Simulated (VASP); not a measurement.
# CaCuH2 (R-3m) in VASP: further runs, part 2 of 2

VASP 6.6.1. Earlier steps stand in the parts before.

## 3. Relaxation of cell and atoms, PBE+TS-HI

INCAR

```
SYSTEM = CaCuH2
  PREC = Accurate
  ENCUT = 600
  EDIFF = 1E-6
  ISMEAR = -1
  SIGMA = 0.05
  LREAL = .FALSE.
  LASPH = .TRUE.
  NELM = 100
  ALGO = Fast
  ISIF = 3
  LWAVE = .FALSE.
  LCHARG = .FALSE.
  GGA = PE
  IVDW = 21
  IBRION = 2
  NSW = 60
  EDIFFG = -0.005
```

KPOINTS

```
Automatic mesh
0
G
  6 6 6
  0 0 0
```

POSCAR

```
CaCuH2
1.0
    1.9452400000      1.1230900000      4.3573800000
   -1.9452400000      1.1230900000      4.3573800000
    0.0000000000     -2.2461700000      4.3573800000
Ca Cu H
1 1 2
Direct
    0.5000000000      0.5000000000      0.5000000000
    0.0000000000      0.0000000000      0.0000000000
    0.8818100000      0.8818100000      0.8818100000
    0.1181900000      0.1181900000      0.1181900000
```

Potentials or basis: VASP PAW PBE potentials, release 64 (Ca_sv, Cu, H).

Command:

```bash
> cat potpaw_PBE.64/Ca_sv/POTCAR potpaw_PBE.64/Cu/POTCAR potpaw_PBE.64/H/POTCAR > POTCAR
> mpirun -np 1 vasp_std > vasp.out
```

It took 10 min on 1 thread of Intel Xeon 6975P-C (Granite Rapids), shared host; peak memory 0.29 GiB.

It converged, with:

```
Free energy                            : -14.3888 eV
Relaxed volume                         : 13.32 Å³/atom
Relaxed cell                           : a = 4.823 Å, b = 4.823 Å, c = 4.823 Å, α = 46.16°, β = 46.16°, γ = 46.16°
Space group after relaxing (to 0.05 Å) : R-3m (No. 166)
Energy gained by relaxing              : 9.2 meV/atom
Ionic steps                            : 10
Pressure after relaxing                : 0.0 GPa
Largest force after relaxing           : 0.003 eV/Å
Band gap on the k mesh                 : none (metal or under the smearing width)
Hirshfeld charges                      : Ca +0.12; Cu +0.16; H -0.14 e
Dispersion energy per atom             : -0.299 eV
```

Forces in eV/Å, atoms in the order of the input:
```
Ca   0.000  0.000  0.000
Cu   0.000  0.000  0.000
H    0.000  0.000  0.003
H    0.000  0.000 -0.003
```

Stress tensor (GPa, compression positive):
```
-0.02  0.00  0.00
 0.00 -0.02  0.00
 0.00  0.00  0.06
```

Step by step:
```csv
step,energy change (eV),largest force (eV/Å),pressure (GPa),volume (Å³)
1,0.0000,0.0551,-2.43,57.12
2,-0.0219,0.1583,-1.19,55.34
3,-0.0265,0.2176,-0.25,54.37
4,-0.0268,0.2422,0.12,53.99
5,-0.0373,0.0047,0.08,53.23
6,-0.0374,0.0007,0.00,53.22
7,-0.0374,0.0012,-0.04,53.26
8,-0.0373,0.0036,-0.10,53.31
9,-0.0369,0.0028,0.07,53.26
10,-0.0369,0.0031,0.01,53.26
```

Final structure:
```yaml
crystal:
  lattice:
    - [1.89076, 1.09164, 4.30073]
    - [-1.89076, 1.09164, 4.30073]
    - [0.00000, -2.18327, 4.30073]
  atoms:
    - { symbol: Ca, position: [0.50000, 0.50000, 0.50000] }
    - { symbol: Cu, position: [0.00000, 0.00000, 0.00000] }
    - { symbol: H, position: [0.88042, 0.88042, 0.88042] }
    - { symbol: H, position: [0.11958, 0.11958, 0.11958] }
```

Levels at points of the mesh, in eV from the Fermi level:
```
           k point  band 8  band 9  band 10  band 11  band 12  band 13  band 14  band 15
(0.00, 0.00, 0.00)   -3.45   -3.18    -3.18    -3.06     0.23     2.86     2.86     4.27
(0.50, 0.00, 0.00)   -3.39   -3.36    -2.95    -2.51    -1.22     2.44     2.74     3.69
(0.50, 0.50, 0.00)   -3.45   -3.44    -2.95    -2.61     0.21     0.50     3.92     4.17
(0.50, 0.50, 0.50)   -3.33   -3.33    -3.14    -3.14     2.16     2.16     2.81     3.55
```

Caveat: pairwise dispersion overbinds metals, which lowers pressure and volume.

## 4. Relaxation of cell and atoms, PBE+dDsC

INCAR, as its differences from that of step 3:

```diff
@@ -14,3 +14,3 @@
   GGA = PE
-  IVDW = 21
+  IVDW = 4
   IBRION = 2
```

KPOINTS is that of step 3.

POSCAR is that of step 3.

Command:

```bash
> cat potpaw_PBE.64/Ca_sv/POTCAR potpaw_PBE.64/Cu/POTCAR potpaw_PBE.64/H/POTCAR > POTCAR
> mpirun -np 1 vasp_std > vasp.out
```

Run time: 7.7 min. Hardware: 1 thread of Intel Xeon 6975P-C (Granite Rapids), shared host; peak memory 0.3 GiB.

It converged, with:

| Property | Result |
| --- | --- |
| Free energy | -13.8235 eV |
| Relaxed volume | 13.66 Å³/atom |
| Relaxed cell | a = 4.827 Å, b = 4.827 Å, c = 4.827 Å, α = 46.81°, β = 46.81°, γ = 46.81° |
| Space group after relaxing (to 0.05 Å) | R-3m (No. 166) |
| Energy gained by relaxing | -0.9 meV/atom |
| Ionic steps | 24 |
| Pressure after relaxing | 0.0 GPa |
| Largest force after relaxing | 0.004 eV/Å |
| Band gap on the k mesh | none (metal or under the smearing width) |
| Hirshfeld charges | Ca +0.17; Cu +0.19; H -0.18 e |
| Dispersion energy per atom | -0.152 eV |

Forces on the atoms (eV/Å):
```
Ca   0.000  0.000  0.000
Cu   0.000  0.000  0.000
H    0.000  0.000  0.004
H    0.000  0.000 -0.004
```

The path:
```csv
step,energy change (eV),largest force (eV/Å),pressure (GPa),volume (Å³)
1,0.0000,0.0652,-1.49,57.12
2,-0.0011,0.0981,-0.90,56.02
3,0.0107,0.1563,0.73,54.13
4,0.0049,0.1371,0.27,54.74
5,0.0048,0.0000,0.03,54.54
6,0.0046,0.0181,0.05,54.57
7,0.0042,0.0155,0.01,54.61
8,0.0028,0.0081,-0.08,54.74
9,0.0010,0.0065,-0.34,54.99
10,0.0023,0.0048,-0.11,54.80
11,0.0031,0.0173,-0.06,54.69
12,0.0036,0.0252,-0.01,54.63
13,0.0041,0.0179,0.10,54.56
14,0.0041,0.0177,0.05,54.56
15,0.0038,0.0056,0.11,54.59
16,0.0034,0.0220,-0.01,54.65
17,0.0036,0.0050,0.10,54.61
18,0.0032,0.0114,-0.19,54.67
19,0.0035,0.0069,-0.16,54.63
20,0.0036,0.0055,0.01,54.62
21,0.0036,0.0054,0.07,54.62
22,0.0035,0.0034,-0.08,54.63
23,0.0035,0.0036,-0.17,54.63
24,0.0035,0.0045,0.00,54.63
```

Final structure:
```
Ca Cu H
1.0
     1.91740    1.10701    4.28920
    -1.91740    1.10701    4.28920
     0.00000   -2.21402    4.28920
Ca Cu H
1 1 2
Direct
  0.50000 0.50000 0.50000
  0.00000 0.00000 0.00000
  0.87979 0.87979 0.87979
  0.12021 0.12021 0.12021
```

Levels at points of the mesh, in eV from the Fermi level:
```tsv
k point	band 9	band 10	band 11	band 12	band 13	band 14
(0.00, 0.00, 0.00)	-3.15	-3.15	-3.01	0.32	2.82	2.82
(0.50, 0.00, 0.00)	-3.32	-2.93	-2.53	-1.17	2.36	2.78
(0.50, 0.50, 0.00)	-3.41	-2.94	-2.62	0.24	0.53	3.88
(0.50, 0.50, 0.50)	-3.31	-3.11	-3.11	2.10	2.10	2.72
```

Caveat: pairwise dispersion overbinds metals, which lowers pressure and volume.

## 5. Relaxation of cell and atoms, PBE+rVV10

INCAR, as its differences from that of step 4:

```diff
@@ -14,3 +14,6 @@
   GGA = PE
-  IVDW = 4
+  LUSE_VDW = .TRUE.
+  IVDW_NL = 2
+  BPARAM = 10.0
+  CPARAM = 0.0093
   IBRION = 2
```

KPOINTS is that of step 4.

POSCAR is that of step 4.

Command:

```bash
> cat potpaw_PBE.64/Ca_sv/POTCAR potpaw_PBE.64/Cu/POTCAR potpaw_PBE.64/H/POTCAR > POTCAR
> mpirun -np 1 vasp_std > vasp.out
```

Wall time 26 min (1 thread of Intel Xeon 6975P-C (Granite Rapids), shared host); peak memory 0.5 GiB.

Results (log left out):

```
Free energy                            : -12.3761 eV
Relaxed volume                         : 14.10 Å³/atom
Relaxed cell                           : a = 4.873 Å, b = 4.873 Å, c = 4.873 Å, α = 46.90°, β = 46.90°, γ = 46.90°
Space group after relaxing (to 0.05 Å) : R-3m (No. 166)
Energy gained by relaxing              : 0.5 meV/atom
Ionic steps                            : 30
Pressure after relaxing                : 0.0 GPa
Band gap on the k mesh                 : none (metal or under the smearing width)
```

The path:
| step | energy change (eV) | largest force (eV/Å) | pressure (GPa) | volume (Å³) |
| --- | --- | --- | --- | --- |
| 1 | 0.0000 | 0.0585 | -0.49 | 57.12 |
| 2 | -0.0011 | 0.0433 | -0.26 | 56.75 |
| 3 | -0.0017 | 0.0231 | 0.01 | 56.28 |
| 4 | -0.0016 | 0.0206 | 0.09 | 56.23 |
| 5 | -0.0017 | 0.0221 | 0.20 | 56.26 |
| 6 | -0.0017 | 0.0012 | -0.08 | 56.44 |
| 7 | -0.0017 | 0.0119 | 0.03 | 56.34 |
| 8 | -0.0017 | 0.0051 | -0.14 | 56.39 |
| 9 | -0.0017 | 0.0095 | -0.14 | 56.36 |
| 10 | -0.0017 | 0.0110 | 0.03 | 56.34 |
| 11 | -0.0017 | 0.0102 | -0.07 | 56.35 |
| 12 | -0.0017 | 0.0106 | 0.15 | 56.35 |
| 13 | -0.0017 | 0.0064 | -0.10 | 56.44 |
| 14 | -0.0017 | 0.0072 | -0.13 | 56.43 |
| 15 | -0.0017 | 0.0081 | -0.14 | 56.40 |
| 16 | -0.0017 | 0.0093 | -0.15 | 56.38 |
| 17 | -0.0017 | 0.0100 | 0.03 | 56.36 |
| 18 | -0.0017 | 0.0096 | -0.09 | 56.37 |
| 19 | -0.0017 | 0.0099 | 0.09 | 56.37 |
| 20 | -0.0017 | 0.0096 | -0.14 | 56.37 |
| 21 | -0.0017 | 0.0098 | 0.03 | 56.37 |
| 22 | -0.0017 | 0.0101 | 0.00 | 56.38 |
| 23 | -0.0018 | 0.0124 | -0.07 | 56.40 |
| 24 | -0.0018 | 0.0167 | -0.02 | 56.45 |
| 25 | -0.0018 | 0.0056 | -0.09 | 56.45 |
| 26 | -0.0018 | 0.0010 | -0.06 | 56.45 |
| 27 | -0.0019 | 0.0016 | 0.06 | 56.40 |
| 28 | -0.0019 | 0.0011 | -0.13 | 56.40 |
| 29 | -0.0019 | 0.0015 | -0.10 | 56.40 |
| 30 | -0.0019 | 0.0015 | 0.02 | 56.40 |

Final structure:
```
Ca Cu H
1.0
     1.93943    1.11973    4.32837
    -1.93943    1.11973    4.32837
     0.00000   -2.23946    4.32837
Ca Cu H
1 1 2
Direct
  0.50000 0.50000 0.50000
  0.00000 0.00000 0.00000
  0.88070 0.88070 0.88070
  0.11930 0.11930 0.11930
```

Levels at points of the mesh, in eV from the Fermi level:
```
           k point  band 7  band 8  band 9  band 10  band 11  band 12  band 13  band 14  band 15
(0.00, 0.00, 0.00)   -3.36   -3.36   -3.08    -3.08    -3.02     0.35     2.78     2.78     4.07
(0.50, 0.00, 0.00)   -3.39   -3.31   -3.26    -2.88    -2.51    -1.15     2.32     2.75     3.58
(0.50, 0.50, 0.00)   -3.52   -3.35   -3.33    -2.88    -2.59     0.22     0.54     3.78     4.01
(0.50, 0.50, 0.50)   -3.77   -3.26   -3.26    -3.05    -3.05     2.08     2.08     2.69     3.51
```

Caveat: pairwise dispersion overbinds metals, which lowers pressure and volume.

## 6. Summary

```csv
level,gap on the mesh (eV),pressure (GPa),relaxed volume (Å³/atom)
PBE+TS,none,0.0,12.92
PBE+TS-HI,none,0.0,13.32
PBE+dDsC,none,0.0,13.66
PBE+rVV10,none,0.0,14.10
```

Alike in all rows: task relaxation of cell and atoms; potentials or basis VASP PAW PBE potentials, release 64 (Ca_sv, Cu, H); no spin polarisation; cell relaxed; k mesh 6 × 6 × 6; cutoff (eV) 600; smearing fermi-dirac 0.05 eV.

Caveats: pairwise dispersion overbinds metals, which lowers pressure and volume; atom-pairwise D2, TS and ULG terms overbind metals (some runs).

Total energies depend on the potentials used, so only differences within one code and one set of settings carry meaning.
